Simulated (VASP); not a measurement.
# Al2Pt: Al into a neighbouring Al vacancy, part 2 of 4

Aim: the barrier for one hop in Al2Pt: Al into a neighbouring Al vacancy. The start is a cell from a database of measured crystal structures.

VASP 6.6.1; LDA; plane waves and PAW (Pt, Al).

So far. Step 2 (Relax the host): The run ended after 3 ionic steps, 0.017 eV below its first step, once forces and stress met EDIFFG = -0.02.

The database entry behind the starting cell differs from later determinations by our own check (0.1 to 0.3 % short, probably kX units), so it need not match the best structure at ambient conditions.

## Step 3: Relax the start

System of this step: Al15Pt8. The cell holds 23 atoms: 8 Pt and 15 Al. Its edges and angles: a = 8.283 Å, b = 8.283 Å, c = 8.283 Å, α = 60.0°, β = 60.0°, γ = 60.0°. It derives from Al2Pt. Nearest the centre at fractional (0.250, 0.250, 0.500): Al17 at 1.46 Å, Pt6 at 2.06 Å, Pt4 at 2.07 Å, Al18 at 3.26 Å, Al12 at 3.26 Å, Al11 at 3.26 Å, Al13 at 3.26 Å, Al21 at 3.27 Å.

A path needs two true minima; the start is relaxed with symmetry off.

Contents of INCAR:

```
SYSTEM = Al15Pt8
PREC = Normal
ENCUT = 280
EDIFF = 1E-05
NELM = 120
ISMEAR = 1
SIGMA = 0.15
LREAL = Auto
ALGO = Fast
GGA = CA
NBANDS = 85
LASPH = .TRUE.
LORBIT = 11
LWAVE = .FALSE.
LCHARG = .FALSE.
KPAR = 3
IBRION = 2
NSW = 60
ISIF = 2
EDIFFG = -0.05
POTIM = 0.4
MAXMIX = 40
ISYM = 0
```

Contents of POSCAR:

```
Al15Pt8
1.0
    0.0000000000      5.8566490258      5.8566490258
    5.8566490258      0.0000000000      5.8566490258
    5.8566490258      5.8566490258      0.0000000000
Pt Al
8 15
Direct
    0.0013770179     -0.0002486010      0.0014287441
    0.0045331172     -0.0030087829      0.4985586025
    0.0025315564      0.4987134299     -0.0005470834
    0.0004798012      0.5013871810      0.4996172585
    0.5001561043     -0.0018025042     -0.0007124291
    0.4985459589      0.0004553241      0.5015896890
    0.5009098350      0.4991179700     -0.0017881264
    0.5043990873      0.4990387978      0.5000200398
    0.3761053712      0.3732977957      0.8674437957
    0.3764567295      0.8742854080      0.3742728447
    0.3688403949      0.8798701134      0.8773621409
    0.8737484221      0.3785158876      0.3784600182
    0.8733495612      0.3772223178      0.8710223905
    0.8715516240      0.8761152102      0.3742570644
    0.8733420931      0.8763223227      0.8734316538
    0.1240332553      0.1242377982      0.1260882689
    0.1260556671      0.1250400048      0.6269875986
    0.1267901747      0.6214974467      0.1257083608
    0.1232302494      0.6298925849      0.6231096801
    0.6223660964      0.1265619614      0.1233695235
    0.6236963551      0.1229495490      0.6272352061
    0.6264346224      0.6219714641      0.1242469433
    0.6230794932      0.6212900265      0.6295142068
```

Contents of KPOINTS:

```
Automatic mesh
0
Gamma
3 3 3
0 0 0
```

Potentials, in the order of the species: Pt and Al (LDA family, release 64).

Started as:

```console
> mpirun -np 3 vasp_std
```

Output:

```text
[banner, memory and clock lines left out]
running    3 mpi-ranks, on    1 nodes
 distrk:  each k-point on    1 cores,    3 groups
 distr:  one band on    1 cores,    1 groups

 POSCAR found type information on POSCAR PtAl
 POSCAR found :  2 types and      23 ions
 LDA part: xc-table for (Slater(with rela. corr.)+CA(PZ))
 , standard interpolation
 POSCAR, INCAR and KPOINTS ok, starting setup
 FFT: planning ... GRIDC
 FFT: planning ... GRID_SOFT
 FFT: planning ... GRID
 WAVECAR not read
 entering main loop
       N       E                     dE             d eps       ncg     rms          rms(c)
DAV:   1     0.306542798958E+03    0.30654E+03   -0.35958E+04  2396   0.765E+02
DAV:   2    -0.126441738532E+03   -0.43298E+03   -0.40152E+03  2802   0.175E+02
DAV:   3    -0.146738611719E+03   -0.20297E+02   -0.19855E+02  2848   0.355E+01
DAV:   4    -0.147025352180E+03   -0.28674E+00   -0.28584E+00  2768   0.478E+00
DAV:   5    -0.147030879947E+03   -0.55278E-02   -0.55246E-02  2792   0.665E-01    0.239E+01
RMM:   6    -0.142834477822E+03    0.41964E+01   -0.20661E+01  2380   0.129E+01    0.638E+00
RMM:   7    -0.142142185013E+03    0.69229E+00   -0.15371E+00  2380   0.338E+00    0.414E+00
RMM:   8    -0.141899952569E+03    0.24223E+00   -0.35273E-01  2380   0.160E+00    0.115E+00
RMM:   9    -0.141885219433E+03    0.14733E-01   -0.75874E-02  2404   0.792E-01    0.589E-01
RMM:  10    -0.141885405284E+03   -0.18585E-03   -0.15542E-02  2423   0.325E-01    0.386E-01
RMM:  11    -0.141885388560E+03    0.16724E-04   -0.39064E-03  2384   0.179E-01    0.840E-02
RMM:  12    -0.141885345904E+03    0.42656E-04   -0.11094E-03  2420   0.921E-02    0.345E-02
RMM:  13    -0.141885360300E+03   -0.14396E-04   -0.22606E-04  2386   0.367E-02    0.264E-02
RMM:  14    -0.141885362613E+03   -0.23126E-05   -0.45749E-05  1906   0.168E-02
   1 F= -.14188536E+03 E0= -.14187754E+03  d E =-.141885E+03
 curvature:   0.00 expect dE= 0.000E+00 dE for cont linesearch  0.000E+00
 trial: gam= 0.00000 g(F)=  0.913E-01 g(S)=  0.000E+00 ort = 0.000E+00 (trialstep = 0.100E+01)
 search vector abs. value=  0.913E-01
 bond charge predicted
       N       E                     dE             d eps       ncg     rms          rms(c)
DAV:   1    -0.141953843185E+03   -0.68483E-01   -0.90034E+00  2520   0.756E+00    0.327E-01
RMM:   2    -0.141959237448E+03   -0.53943E-02   -0.96008E-02  2380   0.111E+00    0.227E-01
RMM:   3    -0.141960098324E+03   -0.86088E-03   -0.15302E-02  2393   0.438E-01    0.132E-01
RMM:   4    -0.141959887707E+03    0.21062E-03   -0.26108E-03  2451   0.176E-01    0.868E-02
RMM:   5    -0.141959779985E+03    0.10772E-03   -0.87599E-04  2382   0.980E-02    0.196E-02
RMM:   6    -0.141959774726E+03    0.52592E-05   -0.16622E-04  2386   0.386E-02    0.148E-02
RMM:   7    -0.141959779742E+03   -0.50164E-05   -0.54262E-05  2168   0.207E-02
   2 F= -.14195978E+03 E0= -.14195193E+03  d E =-.744171E-01
[...]
3 F= -.14200819E+03 E0= -.14200061E+03  d E =-.122828E+00
[...]
4 F= -.14200919E+03 E0= -.14200166E+03  d E =-.123827E+00
[...]
5 F= -.14203291E+03 E0= -.14202570E+03  d E =-.237218E-01
[...]
6 F= -.14204642E+03 E0= -.14203975E+03  d E =-.372351E-01
[...]
7 F= -.14204706E+03 E0= -.14204030E+03  d E =-.378678E-01
[...]
8 F= -.14204705E+03 E0= -.14204030E+03  d E =-.378613E-01
 curvature:  -1.72 expect dE=-0.506E-02 dE for cont linesearch -0.192E-04
 trial: gam= 0.14927 g(F)=  0.295E-02 g(S)=  0.000E+00 ort =-0.552E-03 (trialstep = 0.176E+01)
 search vector abs. value=  0.339E-02
 bond charge predicted
       N       E                     dE             d eps       ncg     rms          rms(c)
DAV:   1    -0.142049949924E+03   -0.29011E-02   -0.63265E-01  2390   0.202E+00    0.103E-01
RMM:   2    -0.142050635622E+03   -0.68570E-03   -0.80336E-03  2380   0.310E-01    0.157E-01
RMM:   3    -0.142050569050E+03    0.66572E-04   -0.29821E-03  2380   0.164E-01    0.115E-01
RMM:   4    -0.142050554686E+03    0.14364E-04   -0.64739E-04  2380   0.798E-02    0.107E-01
RMM:   5    -0.142050596649E+03   -0.41963E-04   -0.10981E-03  2393   0.910E-02    0.112E-01
RMM:   6    -0.142050498580E+03    0.98069E-04   -0.16681E-04  2379   0.414E-02    0.807E-02
RMM:   7    -0.142050382769E+03    0.11581E-03   -0.11062E-04  2358   0.298E-02    0.483E-02
RMM:   8    -0.142050354236E+03    0.28533E-04   -0.63916E-05  2197   0.219E-02    0.362E-02
RMM:   9    -0.142050344618E+03    0.96177E-05   -0.21903E-05  1431   0.143E-02
   9 F= -.14205034E+03 E0= -.14204370E+03  d E =-.329351E-02
 trial-energy change:   -0.003294  1 .order   -0.003291   -0.005051   -0.001531
 step:   2.5280(harm=  2.5280)  dis= 0.00850  next Energy=  -142.050675 (dE=-0.362E-02)
 reached required accuracy - stopping structural energy minimisation
```

Wall time 1.8 min (3 MPI ranks of Intel Xeon 6975P-C (Granite Rapids), shared host); peak memory 0.81 GiB; 5.5 min of CPU time.

Parts of OUTCAR (step 3):

```text
 Found     14 irreducible k-points:

   k-points           NKPTS =     14   k-points in BZ     NKDIM =     14   number of bands    NBANDS=     85

   dimension x,y,z NGX =    36 NGY =   36 NGZ =   36
   dimension x,y,z NGXF=    72 NGYF=   72 NGZF=   72

   ENCUT  =  280.0 eV  20.58 Ry    4.54 a.u.  11.30 11.30 11.30*2*pi/ulx,y,z

   NELECT =     125.0000    total number of electrons

 E-fermi :   7.4621

 k-point     1 :       0.0000    0.0000    0.0000
  band No.  band energies     occupation
    ...
     57       5.9262      2.00000
     58       5.9268      2.00000
     59       6.4942      2.00000
     60       6.4961      2.00000
     61       6.4972      2.00000
     62       8.5758     -0.00000
     63       8.5797     -0.00000
     64       8.5841     -0.00000
     65       8.8381     -0.00000
     66       8.8391     -0.00000
    ...

 k-point     2 :       0.3333    0.0000    0.0000
  band No.  band energies     occupation
    ...
     57       6.2146      2.00000
     58       6.5914      2.00000
     59       6.6616      2.00000
     60       7.0234      2.00028
     61       7.0255      2.00031
     62       7.5164      0.42981
     63       7.5170      0.42404
     64       7.9063     -0.00023
     65       8.0148     -0.00000
     66       8.4181     -0.00000
    ...

  Total       -3.7401302     -3.7087037     -3.7424344     -0.0412499     -0.0149789      0.1148132
  in kB      -14.9148782    -14.7895558    -14.9240668     -0.1644961     -0.0597328      0.4578517
  external PRESSURE =     -14.8761669 kB  Pullay stress =       0.0000000 kB

  energy-cutoff  :      280.00
  volume of cell :      401.77
      direct lattice vectors                 reciprocal lattice vectors
     0.000000000  5.856649026  5.856649026    -0.085373052  0.085373052  0.085373052
     5.856649026  0.000000000  5.856649026     0.085373052 -0.085373052  0.085373052
     5.856649026  5.856649026  0.000000000     0.085373052  0.085373052 -0.085373052

 POSITION                                       TOTAL-FORCE (eV/Angst)
 -----------------------------------------------------------------------------------
      5.85704      5.85042     11.70524        -0.011036     -0.016164     -0.009623
      8.78857      2.93387      5.85688         0.018060     -0.009622     -0.004360
      8.78209      5.85141      2.93183         0.005122     -0.000968     -0.000779
      5.89686      8.74736      8.75197        -0.026972      0.013352      0.008334
     11.70361      8.78466      8.78108         0.006733      0.015583      0.015361
      8.75253      5.88999      8.74640        -0.014826      0.002362      0.004646
      8.74307      8.74323      5.88762         0.020893      0.007312      0.002275
      5.88601      5.89362      5.89407        -0.000075     -0.020041     -0.003431
      7.31422      7.32065      4.36742        -0.005560     -0.014787     -0.002632
      7.31711      4.37129      7.31912         0.000235     -0.009504      0.009681
     10.26838      7.31769      7.31150         0.015072     -0.008147      0.022634
      4.36925      7.31978      7.32861        -0.010606      0.008863     -0.023750
      7.32023     10.27002      7.31790        -0.002959     -0.013923      0.006065
      7.32493      7.32099     10.27192        -0.001464     -0.011296     -0.003724
     10.24701     10.24962     10.24513         0.006424     -0.016450      0.008115
      1.46276      1.46206      1.45993        -0.004117      0.007870      0.012803
      4.39608      4.38859      1.52270        -0.001483      0.016002      0.018063
      4.39339      1.51718      4.39113        -0.011375      0.034287     -0.001824
      7.25992      4.39375      4.39893        -0.018324     -0.007551     -0.022333
      1.52634      4.38725      4.38453        -0.006338      0.014037      0.012892
      4.38761      7.26198      4.39486         0.014504     -0.010611     -0.019887
      4.38349      4.38889      7.25826         0.018429      0.011468     -0.018430
      7.31788      7.31660      7.32254         0.009662      0.007927     -0.010095
 -----------------------------------------------------------------------------------
    total drift:                               -0.001217     -0.020633     -0.010728

  FREE ENERGIE OF THE ION-ELECTRON SYSTEM (eV)
  ---------------------------------------------------
  free  energy   TOTEN  =      -142.0503446182 eV

  energy  without entropy=     -142.0304155126  energy(sigma->0) =     -142.04370158

 total charge
# of ion       s       p       d       tot
------------------------------------------
    1        0.852   0.716   8.187   9.755
    2        0.852   0.716   8.187   9.755
    3        0.852   0.717   8.187   9.756
    4        0.856   0.648   8.181   9.686
    5        0.852   0.714   8.186   9.752
    6        0.856   0.648   8.181   9.685
    7        0.857   0.649   8.182   9.687
    8        0.856   0.648   8.181   9.686
    9        0.415   0.384   0.000   0.799
   10        0.415   0.384   0.000   0.799
   11        0.415   0.384   0.000   0.799
   12        0.415   0.384   0.000   0.799
   13        0.415   0.384   0.000   0.799
   14        0.415   0.384   0.000   0.799
   15        0.407   0.391   0.000   0.799
   16        0.406   0.397   0.000   0.803
   17        0.422   0.366   0.000   0.789
   18        0.422   0.367   0.000   0.789
   19        0.422   0.367   0.000   0.789
   20        0.423   0.366   0.000   0.789
   21        0.423   0.367   0.000   0.789
   22        0.422   0.366   0.000   0.789
   23        0.415   0.381   0.000   0.796
--------------------------------------------------
tot         13.087  11.127  65.472  89.686

[... 1 part as in an earlier step ...]

[... 7 further parts left out ...]
```

This run has no spin polarisation. Its electron count is odd, so without a moment it is a metal by construction.

Step by step:

| step | energy less that of the first step (eV) | largest force (eV/Å) |
| --- | --- | --- |
| 1 | 0.0000 | 0.5084 |
| 2 | -0.0744 | 0.3260 |
| 3 | -0.1228 | 0.2205 |
| 4 | -0.1238 | 0.2703 |
| 5 | -0.1475 | 0.1566 |
| 6 | -0.1611 | 0.1325 |
| 7 | -0.1617 | 0.0845 |
| 8 | -0.1617 | 0.1063 |
| 9 | -0.1650 | 0.0362 |

The atoms that moved most (Å):

| atom | dx | dy | dz | length |
| --- | --- | --- | --- | --- |
| Al19 | -0.078 | 0.023 | -0.012 | 0.083 |
| Al21 | -0.006 | -0.064 | 0.022 | 0.068 |
| Pt4 | 0.034 | -0.038 | -0.044 | 0.068 |
| Al12 | -0.064 | -0.014 | -0.005 | 0.066 |
| Al20 | 0.063 | 0.020 | -0.002 | 0.066 |
| Al9 | 0.048 | 0.038 | -0.022 | 0.064 |
| Pt6 | -0.044 | 0.033 | -0.033 | 0.064 |
| Al17 | -0.008 | -0.022 | 0.052 | 0.057 |

Final coordinates:

```
Pt Al
1.0
     0.00000    5.85665    5.85665
     5.85665    0.00000    5.85665
     5.85665    5.85665    0.00000
Pt Al
8 15
Direct
  0.99875 0.99988 0.00019
  0.00019 0.99985 0.50076
  0.00010 0.50050 0.99901
  0.99054 0.50383 0.50304
  0.50047 0.99887 0.99948
  0.50232 0.99109 0.50337
  0.50266 0.50263 0.99021
  0.50384 0.50254 0.50247
  0.37341 0.37231 0.87656
  0.37336 0.87635 0.37302
  0.37230 0.87611 0.87717
  0.87756 0.37377 0.37226
  0.87658 0.37292 0.87698
  0.87661 0.87728 0.37342
  0.87488 0.87443 0.87520
  0.12458 0.12470 0.12506
  0.12936 0.13064 0.61998
  0.12933 0.62043 0.12972
  0.13086 0.62024 0.61936
  0.61857 0.13008 0.13054
  0.62060 0.12981 0.61936
  0.62012 0.61920 0.12927
  0.62504 0.62526 0.62424
```

This step gave:

```
electronic cycles       : 67
electrons               : 125
free energy (TOTEN)     : -142.0503 eV
energy at zero smearing : -142.0437 eV
Fermi energy            : 7.462 eV
```

The run ended after 9 ionic steps, 0.165 eV below its first step, once the forces on the free atoms met EDIFFG = -0.05.

[end of part 2 of 4]

[Lines on the potential files, build, host, timing and source positions are cut from VASP's logs without a mark.]

[Logs are printed without paths, hosts, clocks, repeated set-up lines and the standing remarks that a program may print on its own settings, such as how far it seeks lower states.]

[Hosts, paths, dates, database ids (printed as entryN), source tags and the programs' standing remarks are cut or masked in the printed files.]

[Runs that stopped without an error message from VASP are left out.]
